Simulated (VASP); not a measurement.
```
RhB
1.0
    0.00000     2.30829     2.30829
    2.30829     0.00000     2.30829
    2.30829     2.30829     0.00000
Rh B
1 1
Direct
  0.00000   0.00000   0.00000
  0.25000   0.25000   0.25000
```

Computed with PBEsol GGA, VASP's PBE PAW potentials (set 64) (plane waves; VASP). Numerical set-up: 520 eV cut-off, Gaussian smearing of 0.050 eV, potentials Rh_pv B.

Problem. Predict the band gap (along the path) with the smallest direct gap where there is one.

Solution. 
- band gap (along the path) = 0.36 eV
- smallest direct gap (along the path) = 0.54 eV

The absolute energy has meaning only against runs of the same code, potentials and settings.

The structure was generated: RhB was put into the zinc blende type (F-43m), which need not be its known phase. It was relaxed first, which changed the volume by -31 %.
